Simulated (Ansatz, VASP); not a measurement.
# Cross-check of SbP between VASP and Ansatz, part 2 of 2

Aim: how closely do two programs agree when they are given the same cell, functional and k mesh? The cell is generated by rule, not measured, and may not be a known phase. The cell is taken from a series of runs on this material, whose earlier steps may have relaxed, scaled, displaced or heated it; both programs get it as it stands.

VASP 6.6.1 and Ansatz 0.2.0.

So far. Step 2 (VASP: single point, LDA, pair 1): The run ends at a pressure of -0.52 GPa, with forces up to 0.47 eV/Å. Step 3 (Ansatz: single point, LDA, pair 1): The run ends at a pressure of -0.66 GPa, with forces up to 0.46 eV/Å.

## Step 5: VASP: single point, LDA, pair 2

Level of this step: LDA; plane waves and PAW (Sb, P); invented cell (VASP).

With cell and atoms fixed, the geometry can't cause a difference; cores, projectors, grids and the points listed under the comparison can.

Input file INCAR:

```
SYSTEM = SbP
PREC = Accurate
ENCUT = 500
EDIFF = 1E-06
NELM = 120
ISMEAR = 1
SIGMA = 0.15
LREAL = .FALSE.
ALGO = Normal
GGA = PW92
NBANDS = 28
LORBIT = 11
LWAVE = .FALSE.
LCHARG = .FALSE.
ISIF = 2
LASPH = .TRUE.
GGA_COMPAT = .FALSE.
KPAR = 2
```

Input file POSCAR:

```
SbP
1.0
    0.0000000000     -3.0787780828     -3.0787780828
    0.0000000000      3.0787780828     -3.0787780828
   12.3151123313      0.0000000000      0.0000000000
Sb P
4 4
Direct
    0.5138600644      0.4309508442      0.2500000000
    0.4861399356      0.5690491558      0.7500000000
    0.9309508442      0.0138600644      0.0000000000
    0.0690491558      0.9861399356      0.5000000000
    0.9719783170      0.5280216830      0.8750000000
    0.0280216830      0.4719783170      0.3750000000
    0.5974412549      0.0974412549      0.6250000000
    0.4025587451      0.9025587451      0.1250000000
```

Input file KPOINTS:

```
Automatic mesh
0
Gamma
8 8 4
0 0 0
```

The projector-augmented-wave data sets are Sb and P (LDA family, release 64).

Command:

```console
$ mpirun -np 2 vasp_std
```

Numbers of over 12 decimals in the logs are rounded to 6 here.

Log:

```text
[banner, memory and clock lines left out]
running    2 mpi-ranks, on    1 nodes
[...]
[... a notice as in an earlier step ...]

 LDA part: xc-table for (Slater(with rela. corr.)+PW92), standard interpolation
 POSCAR, INCAR and KPOINTS ok, starting setup
[...]
entering main loop
       N       E                     dE             d eps       ncg     rms          rms(c)
DAV:   1     0.194813983031E+03    0.19481E+03   -0.13723E+04  3528   0.110E+03
DAV:   2    -0.198689806961E+02   -0.21468E+03   -0.20904E+03  4396   0.185E+02
DAV:   3    -0.398427910910E+02   -0.19974E+02   -0.19565E+02  4456   0.603E+01
DAV:   4    -0.404072839631E+02   -0.56449E+00   -0.55844E+00  4632   0.106E+01
[...]
DAV:  11    -0.395320476712E+02    0.88988E-05   -0.10350E-04  4096   0.397E-02    0.161E-02
DAV:  12    -0.395320455055E+02    0.21656E-05   -0.15284E-05  4400   0.174E-02    0.108E-02
DAV:  13    -0.395320456366E+02   -0.13110E-06   -0.18375E-06  2452   0.617E-03
   1 F= -.39532046E+02 E0= -.39531092E+02  d E =-.286193E-02
```

Parts of OUTCAR (step 5):

```text
  Total       -1.7868568     -1.5138711     -1.8726819      0.0000000      0.0000000      0.0000000
  in kB      -12.2623917    -10.3890139    -12.8513704      0.0000000      0.0000000      0.0000000
  external PRESSURE =     -11.8342587 kB  Pullay stress =       0.0000000 kB

 POSITION                                       TOTAL-FORCE (eV/Angst)
 -----------------------------------------------------------------------------------
      3.07878     -0.25526     -2.90886        -0.073061     -0.334332      0.485477
      9.23633      0.25526     -3.24869        -0.073061      0.334332     -0.485477
      0.00000     -2.82352     -2.90886         0.073061      0.334332      0.485477
      6.15756      2.82352     -3.24869         0.073061     -0.334332     -0.485477
     10.77572     -1.36684     -4.61817        -0.000000      0.197533      0.000000
      4.61817      1.36684     -1.53939        -0.000000     -0.197533      0.000000
      7.69695     -1.53939     -2.13939        -0.000000      0.000000      0.259716
      1.53939      1.53939     -4.01817        -0.000000      0.000000     -0.259716
 -----------------------------------------------------------------------------------
    total drift:                               -0.000000      0.000000      0.000000

  FREE ENERGIE OF THE ION-ELECTRON SYSTEM (eV)
  ---------------------------------------------------
  free  energy   TOTEN  =       -39.5320456366 eV

  energy  without entropy=      -39.5291837098  energy(sigma->0) =      -39.53109166

[... 2 parts as in an earlier step ...]

[... 1 further part left out ...]
[key lines of the parts left out:]
E-fermi :   5.0732
```

The run ends at a pressure of -1.18 GPa, with forces up to 0.59 eV/Å.

## Step 6: Ansatz: single point, LDA, pair 2

The same cell, functional (in two slightly different forms), mesh and smearing now go to Ansatz, which takes its cutoff from its data sets.

The cell is taken from a series of runs on this material, whose earlier steps may have relaxed, scaled, displaced or heated it; both programs get it as it stands.

Input file input.yaml:

```yaml
crystal:
  lattice:
    - [0.0, -3.0787780828, -3.0787780828]
    - [0.0, 3.0787780828, -3.0787780828]
    - [12.3151123313, 0.0, 0.0]
  atoms:
    - { symbol: Sb, position: [0.5138600644, 0.4309508442, 0.25] }
    - { symbol: Sb, position: [0.4861399356, 0.5690491558, 0.75] }
    - { symbol: Sb, position: [-0.0690491558, 0.0138600644, 0.0] }
    - { symbol: Sb, position: [0.0690491558, -0.0138600644, 0.5] }
    - { symbol: P, position: [-0.028021683, 0.528021683, 0.875] }
    - { symbol: P, position: [0.028021683, 0.471978317, 0.375] }
    - { symbol: P, position: [0.5974412549, 0.0974412549, 0.625] }
    - { symbol: P, position: [0.4025587451, -0.0974412549, 0.125] }
kpoints:
  mp_grid: { grid: [8, 8, 4] }
hamiltonian:
  xc: lda
scf:
  occupations: { method: methfessel_paxton, width: 0.15 }
output:
  forces: true
  stress: true
  eigenvalues: true
```

Command:

```console
$ ansatz run input.yaml --threads 4 --pin off --max-ram 7168MiB --backend cpu --events-out ev --progress --plain --runs-dir out
```

Log:

```text
[...]
Crystal: 8 atoms, lattice volume = 233.467 Å³
Basis set: ecut = 420 eV, 4513 PW (Γ)
Bands: 48, of which v1, the nominal top of the filled ones, is band 40 counted from 1 (39 counted from 0)
Symmetry: 4 space group operations
[...]
k-points: 63 of 256 (time reversal used)
[...]
k-point 0: bands = [... 36 lower, 4.8186, 5.9116, 5.9302, 6.0559, 6.1576, 6.2912, 6.4910, 7.2725, ... 4 higher]
  k-point 1: bands = [... 36 lower, 5.1035, 5.8500, 5.8948, 6.1381, 6.1516, 6.2238, 6.6269, 7.1394, ... 4 higher]
  k-point 2: bands = [... 36 lower, 5.5721, 5.5721, 5.9759, 5.9759, 6.2215, 6.2215, 6.8702, 6.8702, ... 4 higher]
  k-point 62: bands = [... 36 lower, 5.8869, 5.8869, 6.4121, 6.4121, 6.8621, 6.8621, 7.3405, 7.3405, ... 4 higher]
[key lines of the parts left out:]
SCF converged after 8 iterations
Free energy (F): -28243.353304 eV
Fermi energy:    6.729759 eV
P = ⅓ Tr σ = -1.3200 GPa (-13.200 kbar)
```

The run ends at a pressure of -1.32 GPa, with forces up to 0.58 eV/Å.

## Step 7: Side by side

What differs besides the data sets and the points named for the pairs above, as far as they apply: the data sets hold 80 valence electrons in Ansatz (on its default PAW (the set named soft_2) files) and 40 in VASP. Total energies have different zeros and are not compared.

The two programs side by side:

```
      quantity  Ansatz   VASP  difference
pressure (GPa)   -1.32  -1.18       -0.14
```

Forces (eV/Å; atoms numbered as in POSCAR):

```
atom         Ansatz x, y, z           VASP x, y, z
 Sb1  -0.073, -0.308, 0.489  -0.073, -0.334, 0.485
 Sb2  -0.073, 0.308, -0.489  -0.073, 0.334, -0.485
 Sb3    0.073, 0.308, 0.489    0.073, 0.334, 0.485
 Sb4  0.073, -0.308, -0.489  0.073, -0.334, -0.485
  P5    0.000, 0.220, 0.000    0.000, 0.198, 0.000
  P6   0.000, -0.220, 0.000   0.000, -0.198, 0.000
  P7    0.000, 0.000, 0.253    0.000, 0.000, 0.260
  P8   0.000, 0.000, -0.253   0.000, 0.000, -0.260
```

The forces differ by 13 meV/Å r.m.s., which is 4.9 % of the r.m.s. force of 0.260 eV/Å (both taken over all components).

## Step 8: Other set-ups

Further runs change the set-up of one program: Ansatz's method, potentials or start, or VASP's data sets, cutoff or form of LDA. The table gives Ansatz less VASP for each quantity, since a change that brings one quantity closer may part another.

```
                                  run  r.m.s. force difference (meV/Å)  pressure (GPa)
                             as above                               13           -0.14
VASP with the data sets Sb_d_GW and P                              2.5           0.011
```

## Step 9: VASP: single point, LDA, pair 3

With cell and atoms fixed, the geometry can't cause a difference; cores, projectors, grids and the points listed under the comparison can.

INCAR is that of step 5.

Input file POSCAR:

```
SbP
1.0
    0.0000000000     -3.0787780828     -3.0787780828
    0.0000000000      3.0787780828     -3.0787780828
   12.3151123313      0.0000000000      0.0000000000
Sb P
4 4
Direct
    0.5000000000      0.4873592258      0.2500000000
    0.5000000000      0.5126407742      0.7500000000
    0.0000000000      0.0117675371      0.0000000000
    0.0000000000      0.9882324629      0.5000000000
    0.0000000000      0.5183736992      0.8750000000
    0.0000000000      0.4816263008      0.3750000000
    0.5000000000      0.0167510716      0.6250000000
    0.5000000000      0.9832489284      0.1250000000
```

KPOINTS is that of step 5.

Command:

```console
$ mpirun -np 2 vasp_std
```

Log:

```text
[... set-up lines as in an earlier step ...]
 entering main loop
       N       E                     dE             d eps       ncg     rms          rms(c)
DAV:   1     0.191697520819E+03    0.19170E+03   -0.13707E+04  4200   0.110E+03
DAV:   2    -0.198014488471E+02   -0.21150E+03   -0.20607E+03  5172   0.184E+02
DAV:   3    -0.394545465497E+02   -0.19653E+02   -0.19184E+02  5268   0.596E+01
DAV:   4    -0.400107589281E+02   -0.55621E+00   -0.55151E+00  5264   0.105E+01
[...]
DAV:  11    -0.391434149218E+02    0.41979E-05   -0.15861E-04  4756   0.440E-02    0.200E-02
DAV:  12    -0.391434077284E+02    0.71934E-05   -0.31628E-05  4788   0.224E-02    0.162E-02
DAV:  13    -0.391434076747E+02    0.53685E-07   -0.38304E-06  4300   0.778E-03
   1 F= -.39143408E+02 E0= -.39137131E+02  d E =-.188306E-01
```

From OUTCAR (step 9):

```text
  Total        0.3138015      0.7209132      0.7209132      0.0000000     -0.0826466      0.0000000
  in kB        2.1534779      4.9473017      4.9473017      0.0000000     -0.5671665      0.0000000
  external PRESSURE =       4.0160271 kB  Pullay stress =       0.0000000 kB

 POSITION                                       TOTAL-FORCE (eV/Angst)
 -----------------------------------------------------------------------------------
      3.07878     -0.03892     -3.03986         0.008726     -0.075513      0.075513
      9.23633      0.03892     -3.11770         0.008726      0.075513     -0.075513
      0.00000      0.03623     -0.03623         0.020846      0.083745     -0.083745
      6.15756      3.04255     -3.04255         0.020846     -0.083745      0.083745
     10.77572      1.59596     -1.59596        -0.016372      0.050901     -0.050901
      4.61817      1.48282     -1.48282        -0.016372     -0.050901      0.050901
      7.69695     -1.48782     -1.59096        -0.013200      0.054805     -0.054805
      1.53939      1.48782     -4.56659        -0.013200     -0.054805      0.054805
 -----------------------------------------------------------------------------------
    total drift:                                0.000006      0.000000     -0.000000

  FREE ENERGIE OF THE ION-ELECTRON SYSTEM (eV)
  ---------------------------------------------------
  free  energy   TOTEN  =       -39.1434076747 eV

  energy  without entropy=      -39.1245771137  energy(sigma->0) =      -39.13713082

[... 1 part as in an earlier step ...]

[... 2 further parts left out ...]
[key lines of the parts left out:]
E-fermi :   5.1385
```

The run ends at a pressure of 0.40 GPa, with forces up to 0.12 eV/Å.

## Step 10: Ansatz: single point, LDA, pair 3

The same cell, functional (in two slightly different forms), mesh and smearing now go to Ansatz, which takes its cutoff from its data sets.

The cell is taken from a series of runs on this material, whose earlier steps may have relaxed, scaled, displaced or heated it; both programs get it as it stands.

input.yaml, the sections that differ from step 6:

```yaml
crystal:
  lattice:
    - [0.0, -3.0787780828, -3.0787780828]
    - [0.0, 3.0787780828, -3.0787780828]
    - [12.3151123313, 0.0, 0.0]
  atoms:
    - { symbol: Sb, position: [0.5, 0.4873592258, 0.25] }
    - { symbol: Sb, position: [0.5, 0.5126407742, 0.75] }
    - { symbol: Sb, position: [0.0, 0.0117675371, 0.0] }
    - { symbol: Sb, position: [0.0, -0.0117675371, 0.5] }
    - { symbol: P, position: [0.0, 0.5183736992, 0.875] }
    - { symbol: P, position: [0.0, 0.4816263008, 0.375] }
    - { symbol: P, position: [0.5, 0.0167510716, 0.625] }
    - { symbol: P, position: [0.5, -0.0167510716, 0.125] }
# kpoints, hamiltonian, scf, output: as in step 6
```

Command:

```console
$ ansatz run input.yaml --threads 4 --pin off --max-ram 7168MiB --backend cpu --events-out ev --progress --plain --runs-dir out
```

Log:

```text
[...]
Crystal: 8 atoms, lattice volume = 233.467 Å³
Basis set: ecut = 420 eV, 4513 PW (Γ)
Bands: 48, of which v1, the nominal top of the filled ones, is band 40 counted from 1 (39 counted from 0)
Symmetry: 4 space group operations
[...]
k-points: 75 of 256 (time reversal used)
[...]
k-point 0: bands = [... 36 lower, 4.5313, 5.9371, 6.1175, 6.2334, 6.2416, 6.4367, 6.4678, 7.3101, ... 4 higher]
  k-point 1: bands = [... 36 lower, 4.8335, 5.9017, 6.0282, 6.0407, 6.2338, 6.5433, 6.5631, 7.1873, ... 4 higher]
  k-point 2: bands = [... 36 lower, 5.4444, 5.4444, 5.9171, 5.9171, 6.4282, 6.4282, 6.8925, 6.8925, ... 4 higher]
  k-point 74: bands = [... 36 lower, 6.6461, 6.6461, 6.6624, 6.6624, 6.8430, 6.8430, 6.8603, 6.8603, ... 4 higher]
[key lines of the parts left out:]
SCF converged after 7 iterations
Free energy (F): -28242.967361 eV
Fermi energy:    6.793766 eV
P = ⅓ Tr σ = 0.2644 GPa (2.644 kbar)
```

The run ends at a pressure of 0.26 GPa, with forces up to 0.11 eV/Å.

## Step 11: Side by side

What differs besides the data sets and the points named for the pairs above, as far as they apply: the data sets hold 80 valence electrons in Ansatz (on its default PAW (the set named soft_2) files) and 40 in VASP. Total energies have different zeros and are not compared.

The two programs side by side:

```
      quantity  Ansatz  VASP  difference
pressure (GPa)    0.26  0.40       -0.14
```

Forces (eV/Å; atoms numbered as in POSCAR):

```
atom         Ansatz x, y, z           VASP x, y, z
 Sb1   0.009, -0.076, 0.076   0.009, -0.076, 0.076
 Sb2   0.009, 0.076, -0.076   0.009, 0.076, -0.076
 Sb3   0.021, 0.079, -0.079   0.021, 0.084, -0.084
 Sb4   0.021, -0.079, 0.079   0.021, -0.084, 0.084
  P5  -0.016, 0.055, -0.055  -0.016, 0.051, -0.051
  P6  -0.016, -0.055, 0.055  -0.016, -0.051, 0.051
  P7  -0.013, 0.055, -0.055  -0.013, 0.055, -0.055
  P8  -0.013, -0.055, 0.055  -0.013, -0.055, 0.055
```

The forces differ by 2.7 meV/Å r.m.s., which is 4.8 % of the r.m.s. force of 0.056 eV/Å (both taken over all components).

## Step 12: Outcome

```
r.m.s. force difference (single point, LDA, pair 1) : 10 meV/Å
r.m.s. force difference (single point, LDA, pair 2) : 4.9 % of the r.m.s. force
r.m.s. force difference (single point, LDA, pair 3) : 2.7 meV/Å
```

**Reading.** The r.m.s. force difference is 4.9 % of the r.m.s. force (single point, LDA, pair 2), beyond the 3 % picked in this series as the mark of a large difference. The data sets hold unlike numbers of valence electrons (80 in Ansatz and 40 in VASP), so part of the differences comes from the potentials. Single point, LDA, pair 2, VASP with the data sets Sb_d_GW and P: r.m.s. force difference goes from 13 to 2.5 meV/Å; the difference in pressure goes from -0.14 to 0.011 GPa. 4 further runs of this series are not shown here. How closely two codes agree says nothing of how well the functional describes the real material.

[Lines on the potential files, build, host, timing and source positions are cut from VASP's logs without a mark.]

[Logs are printed without paths, hosts, clocks, repeated set-up lines and the standing remarks that a program may print on its own settings, such as how far it seeks lower states.]

[Hosts, paths, dates, database ids (printed as entryN), source tags and the programs' standing remarks are cut or masked in the printed files.]
